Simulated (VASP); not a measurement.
Computed with MS2 meta-GGA, VASP's PBE PAW potentials (set 64) (plane waves; VASP).

Input for VASP

### POSCAR
```
GaAs
1
    0.0000000000     2.8250000000     2.8250000000
    2.8250000000     0.0000000000     2.8250000000
    2.8250000000     2.8250000000     0.0000000000
Ga As
1 1
Direct
  0.0000000000   0.0000000000   0.0000000000
  0.2500000000   0.2500000000   0.2500000000
```

**INCAR**
```
ALGO = Normal
EDIFF = 1E-6
EDIFFG = -0.01
ENCUT = 520
IBRION = 2
ISIF = 3
ISMEAR = 0
LASPH = .TRUE.
LCHARG = .FALSE.
LMAXMIX = 4
LMIXTAU = .TRUE.
LREAL = .FALSE.
LWAVE = .FALSE.
METAGGA = MS2
NELM = 100
NSW = 60
PREC = Accurate
SIGMA = 0.05
SYSTEM = GaAs
```

**KPOINTS**
```
Automatic mesh
0
Gamma
7 7 7
0 0 0
```

POTCAR, in this order: Ga_d As (PBE.64 set). Program: vasp_std.

What VASP printed:

### OSZICAR
```
       N       E                     dE             d eps       ncg     rms          rms(c)
DAV:   1     0.656539867595E+02    0.65654E+02   -0.86724E+03   533   0.170E+03
DAV:   2    -0.138127803177E+02   -0.79467E+02   -0.77214E+02   550   0.303E+02
DAV:   3    -0.190164550030E+02   -0.52037E+01   -0.51729E+01   680   0.670E+01
DAV:   4    -0.190919442283E+02   -0.75489E-01   -0.75469E-01   566   0.905E+00
DAV:   5    -0.190931321491E+02   -0.11879E-02   -0.11879E-02   655   0.108E+00    0.387E+00
DAV:   6    -0.106857399878E+02    0.84074E+01   -0.51833E+00   635   0.467E+01    0.158E+00
DAV:   7    -0.106245721473E+02    0.61168E-01   -0.33701E-01   580   0.974E+00    0.113E+00
DAV:   8    -0.105414848961E+02    0.83087E-01   -0.58438E-01   525   0.863E+00    0.512E-01
DAV:   9    -0.107081258234E+02   -0.16664E+00   -0.15082E-01   530   0.506E+00    0.203E-01
DAV:  10    -0.107075623297E+02    0.56349E-03   -0.22817E-02   620   0.255E+00    0.189E-01
DAV:  11    -0.107058083152E+02    0.17540E-02   -0.46310E-03   540   0.801E-01    0.577E-02
DAV:  12    -0.107070075480E+02   -0.11992E-02   -0.11487E-03   570   0.391E-01    0.522E-02
DAV:  13    -0.107070466566E+02   -0.39109E-04   -0.23997E-04   610   0.219E-01    0.330E-02
DAV:  14    -0.107070235729E+02    0.23084E-04   -0.30783E-05   550   0.663E-02    0.382E-02
DAV:  15    -0.107071882684E+02   -0.16470E-03   -0.79357E-04   550   0.397E-01    0.131E-02
DAV:  16    -0.107072061528E+02   -0.17884E-04   -0.26236E-05   598   0.567E-02    0.825E-03
DAV:  17    -0.107072075631E+02   -0.14103E-05   -0.12074E-06   467   0.174E-02    0.829E-03
DAV:  18    -0.107072250141E+02   -0.17451E-04   -0.52759E-06   545   0.284E-02    0.360E-03
DAV:  19    -0.107072228997E+02    0.21144E-05   -0.17298E-06   431   0.165E-02    0.207E-03
DAV:  20    -0.107072220865E+02    0.81322E-06   -0.30669E-07   280   0.688E-03
   1 F= -.10707222E+02 E0= -.10707222E+02  d E =-.107072E+02
       N       E                     dE             d eps       ncg     rms          rms(c)
DAV:   1    -0.107089534679E+02   -0.17306E-02   -0.23053E-02   680   0.325E+00    0.239E-01
DAV:   2    -0.107074262475E+02    0.15272E-02   -0.21891E-03   640   0.119E+00    0.112E-01
DAV:   3    -0.107069933364E+02    0.43291E-03   -0.55119E-04   675   0.516E-01    0.224E-02
DAV:   4    -0.107070288180E+02   -0.35482E-04   -0.81409E-05   554   0.168E-01    0.831E-03
DAV:   5    -0.107070627854E+02   -0.33967E-04   -0.53937E-05   560   0.983E-02    0.490E-03
DAV:   6    -0.107070754078E+02   -0.12622E-04   -0.31078E-06   520   0.234E-02    0.355E-03
DAV:   7    -0.107070956817E+02   -0.20274E-04   -0.55034E-06   520   0.345E-02    0.157E-03
DAV:   8    -0.107071013922E+02   -0.57105E-05   -0.55668E-07   260   0.113E-02    0.952E-04
DAV:   9    -0.107071020922E+02   -0.70001E-06   -0.11485E-07   260   0.593E-03
   2 F= -.10707102E+02 E0= -.10707102E+02  d E =0.119994E-03
       N       E                     dE             d eps       ncg     rms          rms(c)
DAV:   1    -0.107072921676E+02   -0.19078E-03   -0.24790E-03   680   0.106E+00    0.790E-02
DAV:   2    -0.107072333089E+02    0.58859E-04   -0.24149E-04   640   0.402E-01    0.370E-02
DAV:   3    -0.107072155703E+02    0.17739E-04   -0.58392E-05   675   0.168E-01    0.752E-03
DAV:   4    -0.107071925922E+02    0.22978E-04   -0.86138E-06   530   0.545E-02    0.272E-03
DAV:   5    -0.107071732780E+02    0.19314E-04   -0.58178E-06   544   0.332E-02    0.158E-03
DAV:   6    -0.107071733312E+02   -0.53190E-07   -0.37198E-07   260   0.877E-03
   3 F= -.10707173E+02 E0= -.10707173E+02  d E =0.487553E-04
```

OUTCAR:
```
------------------------ aborting loop because EDIFF is reached ----------------------------------------
  FORCE on cell =-STRESS in cart. coord.  units (eV):
  Direction    XX          YY          ZZ          XY          YZ          ZX
  --------------------------------------------------------------------------------------
  Total        0.0143772      0.0143772      0.0143772      0.0000000     -0.0000000     -0.0000000
  in kB        0.5097050      0.5097050      0.5097050      0.0000000     -0.0000000     -0.0000000
  external PRESSURE =       0.5097050 kB  Pullay stress =       0.0000000 kB
  volume of cell :       45.19
      direct lattice vectors                 reciprocal lattice vectors
     0.000000000  2.827125260  2.827125260    -0.176858099  0.176858099  0.176858099
     2.827125260  0.000000000  2.827125260     0.176858099 -0.176858099  0.176858099
     2.827125260  2.827125260 -0.000000000     0.176858099  0.176858099 -0.176858099
  FREE ENERGIE OF THE ION-ELECTRON SYSTEM (eV)
  ---------------------------------------------------
  free  energy   TOTEN  =       -10.7071733312 eV

  energy  without entropy=      -10.7071733312  energy(sigma->0) =      -10.70717333

 reached required accuracy - stopping structural energy minimisation
```
(Selected blocks of OUTCAR.)

**CONTCAR**
```
GaAs
   1.00000000000000
     0.0000000000000000    2.8271252599701575    2.8271252599701575
     2.8271252599701575    0.0000000000000000    2.8271252599701575
     2.8271252599701575    2.8271252599701575   -0.0000000000000000
  Ga              As
     1     1
Direct
     0.0000000000000000    0.0000000000000000    0.0000000000000000
     0.2500000000000000    0.2500000000000000    0.2500000000000000
```

The compound is GaAs in the zinc blende structure. This run relaxes it. Symmetry was kept, so distortions that lower it aren't found.
